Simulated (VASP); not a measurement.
# CdRh3 (Fm-3m) in VASP: reference runs

How does CdRh3 come out in PBE? The cell is run as given.

Program: VASP 6.6.1. These are calculated values, not measurements. Logs are shortened: lines on timing, memory, paths and dates and some standing lists are left out, and cuts for length are marked.

### 1 Starting point

It takes space group Fm-3m (No. 225, cubic). Conventional cell: a = 6.246 Å, b = 6.246 Å, c = 6.246 Å, α = 90.00°, β = 90.00°, γ = 90.00°. Cd (site symmetry m-3m) has 8 Rh at 2.70 Å as nearest neighbours. Rh (site symmetry -43m) has 4 Cd at 2.70 Å and 4 Rh at 2.70 Å as nearest neighbours. Rh (site symmetry m-3m) has 8 Rh at 2.70 Å as nearest neighbours.

The cell was built by a generator and needn't be a form met in nature.

### 2 Single point, PBE

The input, INCAR:

```
SYSTEM = CdRh3
  PREC = Accurate
  ENCUT = 520
  EDIFF = 1E-7
  ISMEAR = -1
  SIGMA = 0.05
  LREAL = .FALSE.
  LASPH = .TRUE.
  NELM = 100
  ALGO = Normal
  ISIF = 2
  LWAVE = .FALSE.
  LCHARG = .FALSE.
  GGA = PE
  NBANDS = 36
```

The input, KPOINTS:

```
regular mesh
0
G
  7 7 7
  0 0 0
```

The input, POSCAR:

```
CdRh3
1.0
    0.0000000000      3.1228850000      3.1228850000
    3.1228850000      0.0000000000      3.1228850000
    3.1228850000      3.1228850000      0.0000000000
Cd Rh
1 3
Direct
    0.0000000000      0.0000000000      0.0000000000
    0.2500000000      0.2500000000      0.2500000000
    0.7500000000      0.7500000000      0.7500000000
    0.5000000000      0.5000000000      0.5000000000
```

Potentials or basis: VASP PAW PBE potentials, release 64 (Cd, Rh_pv).

On the command line:

```
$ cat potpaw_PBE.64/Cd/POTCAR potpaw_PBE.64/Rh_pv/POTCAR > POTCAR
$ mpirun -np 1 vasp_std > vasp.out
```

OUTCAR:

```text
SYSTEM = CdRh3
   PREC = Accurate
   ENCUT = 520
   EDIFF = 1E-7
   ISMEAR = -1
   LREAL = .FALSE.
   LASPH = .TRUE.
   NELM = 100
   ISIF = 2
   GGA = PE

 ion  position               nearest neighbor table
   1  0.000  0.000  0.000-   3 2.70   3 2.70   3 2.70   2 2.70   3 2.70   2 2.70   2 2.70   2 2.70
                             4 3.12   4 3.12   4 3.12   4 3.12   4 3.12   4 3.12
   2  0.250  0.250  0.250-   1 2.70   1 2.70   1 2.70   1 2.70   4 2.70   4 2.70   4 2.70   4 2.70
                             3 3.12   3 3.12   3 3.12   3 3.12   3 3.12   3 3.12
   3  0.750  0.750  0.750-   4 2.70   4 2.70   4 2.70   1 2.70   4 2.70   1 2.70   1 2.70   1 2.70
                             2 3.12   2 3.12   2 3.12   2 3.12   2 3.12   2 3.12
   4  0.500  0.500  0.500-   2 2.70   2 2.70   2 2.70   2 2.70   3 2.70   3 2.70   3 2.70   3 2.70
                             1 3.12   1 3.12   1 3.12   1 3.12   1 3.12   1 3.12

  LATTYP: Found a face centered cubic cell.
 ALAT       =     6.2457700000

  Lattice vectors:

 A1 = (   0.0000000000,   3.1228850000,   3.1228850000)
 A2 = (   3.1228850000,   0.0000000000,   3.1228850000)
 A3 = (   3.1228850000,   3.1228850000,   0.0000000000)

Analysis of symmetry for initial positions (statically):
=====================================================================
 Subroutine PRICEL returns:
 Original cell was already a primitive cell.

 Routine SETGRP: Setting up the symmetry group for a
 face centered cubic supercell.

 Subroutine GETGRP returns: Found 48 space group operations
 (whereof 48 operations were pure point group operations)
 out of a pool of 48 trial point group operations.

The static configuration has the point symmetry O_h .

Analysis of symmetry for dynamics (positions and initial velocities):
=====================================================================
 Subroutine PRICEL returns:
 Original cell was already a primitive cell.

 Routine SETGRP: Setting up the symmetry group for a
 face centered cubic supercell.

 Subroutine GETGRP returns: Found 48 space group operations
 (whereof 48 operations were pure point group operations)
 out of a pool of 48 trial point group operations.

The dynamic configuration has the point symmetry O_h .

 Subroutine INISYM returns: Found 48 space group operations
 (whereof 48 operations are pure point group operations),
 and found     1 'primitive' translations

----------------------------------------------------------------------------------------

                                     Primitive cell

  volume of cell :      60.9113

  direct lattice vectors                    reciprocal lattice vectors
     0.000000000  3.122885000  3.122885000    -0.160108361  0.160108361  0.160108361
     3.122885000  0.000000000  3.122885000     0.160108361 -0.160108361  0.160108361
     3.122885000  3.122885000  0.000000000     0.160108361  0.160108361 -0.160108361

  length of vectors
     4.416426321  4.416426321  4.416426321     0.277315817  0.277315817  0.277315817

  position of ions in fractional coordinates (direct lattice)
     0.000000000  0.000000000  0.000000000
     0.250000000  0.250000000  0.250000000
     0.750000000  0.750000000  0.750000000
     0.500000000  0.500000000  0.500000000

  ion indices of the primitive-cell ions
   primitive index   ion index
                 1           1
                 2           2
                 3           3
                 4           4

----------------------------------------------------------------------------------------

 KPOINTS: regular mesh

Automatic generation of k-mesh.
 Grid dimensions read from file:
 generate k-points for:    7    7    7

 Generating k-lattice:

  Cartesian coordinates                     Fractional coordinates (reciprocal lattice)
    -0.022872623  0.022872623  0.022872623     0.142857143  0.000000000  0.000000000
     0.022872623 -0.022872623  0.022872623     0.000000000  0.142857143  0.000000000
     0.022872623  0.022872623 -0.022872623     0.000000000  0.000000000  0.142857143

  Length of vectors
     0.039616545  0.039616545  0.039616545

  Shift w.r.t. Gamma in fractional coordinates (k-lattice)
     0.000000000  0.000000000  0.000000000

 Subroutine IBZKPT returns following result:
 ===========================================

 Found     20 irreducible k-points:

 Following reciprocal coordinates:
            Coordinates               Weight
  0.000000  0.000000  0.000000      1.000000
  0.142857  0.000000  0.000000      8.000000
  0.285714  0.000000  0.000000      8.000000
  0.428571  0.000000  0.000000      8.000000
  0.142857  0.142857  0.000000      6.000000
  0.285714  0.142857  0.000000     24.000000
[... 12 lines left out ...]
 -0.428571  0.428571  0.142857     24.000000
 -0.285714  0.428571  0.142857     24.000000
   k-points           NKPTS =     20   k-points in BZ     NKDIM =     20   number of bands    NBANDS=     36
   number of dos      NEDOS =    301   number of ions     NIONS =      4
   total plane-waves  NPLWV =  46656
   dimension x,y,z NGX =    36 NGY =   36 NGZ =   36
   dimension x,y,z NGXF=    72 NGYF=   72 NGZF=   72
   ions per type =               1   3
   NGX,Y,Z   is equivalent  to a cutoff of  13.55, 13.55, 13.55 a.u.
   NGXF,Y,Z  is equivalent  to a cutoff of  27.10, 27.10, 27.10 a.u.
 SYSTEM =  CdRh3
   PREC   = accura    normal or accurate (medium, high low for compatibility)
   ISTART =      0    job   : 0-new  1-cont  2-samecut
   ICHARG =      2    charge: 1-file 2-atom 10-const
   ISPIN  =      1    spin polarized calculation?
   LNONCOLLINEAR =      F non collinear calculations
   LSORBIT =      F    spin-orbit coupling
   LASPH  =      T    aspherical Exc in radial PAW
   ENCUT  =  520.0 eV  38.22 Ry    6.18 a.u.   8.21  8.21  8.21*2*pi/ulx,y,z
   NELM   =    100;   NELMIN=  2; NELMDL= -5     # of ELM steps
   EDIFF  = 0.1E-06   stopping-criterion for ELM
   LREAL  =      F    real-space projection
   EDIFFG = 0.1E-05   stopping-criterion for IOM
   NSW    =      0    number of steps for IOM
   IBRION =     -1    ionic relax: 0-MD 1-quasi-New 2-CG
   NFREE  =      0    steps in history (QN), initial steepest desc. (CG)
   ISIF   =      2    stress and relaxation
   ISYM   =      2    0-nonsym 1-usesym 2-fastsym
   POTIM  = 0.5000    time-step for ionic-motion
   TEBEG  =    0.0;   TEEND  =   0.0 temperature during run
   PSTRESS=    0.0 pullay stress
   NELECT =      57.0000    total number of electrons
   NUPDOWN=      -1.0000    fix difference up-down
   EMIN   =  10.00;   EMAX   =-10.00  energy-range for DOS
   EFERMI =   0.00;   METHOD = LEGACY
   ISMEAR =    -1;   SIGMA  =   0.05  broadening in eV -4-tet -1-fermi 0-gaus
   EFERMI_NEDOS =   21; number of points for ismear=-14 and -15
   IALGO  =     38    algorithm
   IMIX   =      4    mixing-type and parameters
     AMIX     =   0.40;   BMIX     =  1.00
     AMIX_MAG =   1.60;   BMIX_MAG =  1.00
  volume/ion in A,a.u.               =      15.23       102.76
  Fermi-wavevector in a.u.,A,eV,Ry     =   1.601279  3.025979 34.886642  2.564096
  Thomas-Fermi vector in A             =   2.698283
   LORBIT       =      0    0 simple, 1 ext, 2 COOP (PROOUT), +10 PAW based schemes
   GGA     = PE    functional components
   LHFCALC =     F    Hartree Fock is set to
   AEXX    =    0.0000 exact exchange contribution
   IVDW    =     0    specifies the selected vdW correction
   LEPSILON=     F    determine dielectric tensor
   LRPA    =     F    only Hartree local field effects (RPA)
 non-spin polarized calculation
  energy-cutoff  :      520.00
  volume of cell :       60.91
 maximum number of plane-waves:      1652
 NGX is ok and might be reduce to    36
   NGX = 17   NGY = 17   NGZ = 17

 number of electron      57.0000011 magnetization

 Free energy of the ion-electron system (eV)
  ---------------------------------------------------
  ext. energy  EPLUGINS =         0.00000000
  ---------------------------------------------------
  free energy    TOTEN  =       -21.56592524 eV

  energy without entropy =      -21.49195451  energy(sigma->0) =      -21.52893988

 E-fermi :   8.5577     XC(G=0): -13.2597

 val. band max:        8.5479164586   @ k =   0.2857   0.1429   0.0000
 cond. band min:       8.5709927927   @ k =   0.1429   0.1429   0.0000
 fundamental gap:      0.0230763341
 Fermi energy:         8.5577021428

 k-point     1 :       0.0000    0.0000    0.0000
  band No.  band energies     occupation
      1     -37.5876      2.00000
      2     -37.5876      2.00000
      3     -37.5876      2.00000
      4     -37.4564      2.00000
      5     -37.4564      2.00000
      6     -37.4564      2.00000
[... 28 lines left out ...]
     35      16.9550      0.00000
     36      16.9550      0.00000

 k-point     2 :       0.1429    0.0000    0.0000
  band No.  band energies     occupation
      1     -37.5960      2.00000
      2     -37.5960      2.00000
      3     -37.5950      2.00000
      4     -37.4485      2.00000
      5     -37.4485      2.00000
      6     -37.4347      2.00000
[... 28 lines left out ...]
     35      16.6597      0.00000
     36      16.6597      0.00000

 k-point     3 :       0.2857    0.0000    0.0000
  band No.  band energies     occupation
      1     -37.6120      2.00000
      2     -37.6120      2.00000
      3     -37.5974      2.00000
      4     -37.4337      2.00000
      5     -37.4337      2.00000
      6     -37.4070      2.00000
[... 28 lines left out ...]
     35      16.3195      0.00000
     36      16.3195      0.00000
[... 586 lines left out ...]
 k-point    19 :      -0.4286    0.4286    0.1429
  band No.  band energies     occupation
      1     -37.6644      2.00000
      2     -37.6398      2.00000
      3     -37.5500      2.00000
      4     -37.4583      2.00000
      5     -37.3851      2.00000
      6     -37.3814      2.00000
[... 28 lines left out ...]
     35      16.8778      0.00000
     36      19.8100      0.00000

 k-point    20 :      -0.2857    0.4286    0.1429
  band No.  band energies     occupation
      1     -37.6640      2.00000
      2     -37.6157      2.00000
      3     -37.5808      2.00000
      4     -37.4629      2.00000
      5     -37.3874      2.00000
      6     -37.3797      2.00000
[... 28 lines left out ...]
     35      18.9359      0.00000
     36      19.3189      0.00000

------------------------ aborting loop because EDIFF is reached ----------------------------------------

  FORCE on cell =-STRESS in cart. coord.  units (eV):
  Direction    XX          YY          ZZ          XY          YZ          ZX
  --------------------------------------------------------------------------------------
  -------------------------------------------------------------------------------------
  Total        1.9052215      1.9052215      1.9052215     -0.0000000      0.0000000      0.0000000
  in kB       50.1138868     50.1138868     50.1138868     -0.0000000      0.0000000      0.0000000
  external PRESSURE =      50.1138868 kB  Pullay stress =       0.0000000 kB

 VOLUME and BASIS-vectors are now :
 -----------------------------------------------------------------------------
  energy-cutoff  :      520.00
  volume of cell :       60.91
      direct lattice vectors                 reciprocal lattice vectors
     0.000000000  3.122885000  3.122885000    -0.160108361  0.160108361  0.160108361
     3.122885000  0.000000000  3.122885000     0.160108361 -0.160108361  0.160108361
     3.122885000  3.122885000  0.000000000     0.160108361  0.160108361 -0.160108361

 POSITION                                       TOTAL-FORCE (eV/Angst)
 -----------------------------------------------------------------------------------
      0.00000      0.00000      0.00000         0.000000      0.000000     -0.000000
      1.56144      1.56144      1.56144        -0.000000     -0.000000      0.000000
      4.68433      4.68433      4.68433         0.000000      0.000000     -0.000000
      3.12289      3.12289      3.12289         0.000000      0.000000     -0.000000
 -----------------------------------------------------------------------------------
    total drift:                                0.000000      0.000000      0.000000

  FREE ENERGIE OF THE ION-ELECTRON SYSTEM (eV)
  ---------------------------------------------------
  free  energy   TOTEN  =       -21.5659252429 eV

  energy  without entropy=      -21.4919545128  energy(sigma->0) =      -21.52893988
```

Run time: 20 s. Hardware: 1 thread of Intel Xeon 6975P-C (Granite Rapids), shared host; peak memory 0.21 GiB.

What came out:

```
Free energy            : -21.5659 eV
Pressure               : 5.0 GPa
Band gap on the k mesh : none (metal or under the smearing width)
```
